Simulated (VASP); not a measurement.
Se, 1 atom in the cell. It takes space group Im-3m (No. 229, cubic). Conventional cell: a = 2.872 Å, b = 2.872 Å, c = 2.872 Å, α = 90.00°, β = 90.00°, γ = 90.00°. Se (site symmetry m-3m) has 8 Se at 2.49 Å as nearest neighbours. This isn't the form of Se at room conditions, which is trigonal, of chains.

| Quantity | Value |
| --- | --- |
| Program | VASP 6.6.1 |
| Task | relaxation of cell and atoms |
| Functional | PBEsol |
| Potentials or basis | VASP PAW PBE potentials, release 64 (Se) |
| Cutoff | 520 eV |
| k mesh | 21 × 21 × 21 |
| Occupations | gaussian, width 1 eV |
| Spin | no spin polarisation |
| Target pressure | 125 GPa |
| Further INCAR settings | ALGO = Fast; EDIFF = 1e-07; IBRION = 2; EDIFFG = -0.002; NSW = 80; ISIF = 3 |
| Target pressure | 125 GPa |

Potentials or basis: VASP PAW PBE potentials, release 64 (Se).

Command:

```bash
$ cat potpaw_PBE.64/Se/POTCAR > POTCAR
$ mpirun -np 1 vasp_std > vasp.out
```

Hardware: 1 thread of Intel(R) Xeon(R) Platinum 8559C (Emerald Rapids), with other jobs on the host.

Problem. Estimate the wall time of this run.

Solution. It took 52 s on 1 thread of Intel(R) Xeon(R) Platinum 8559C (Emerald Rapids) (shared host), peak memory 0.19 GiB. Counts: scf iterations 18, k points 891, ion steps 3.
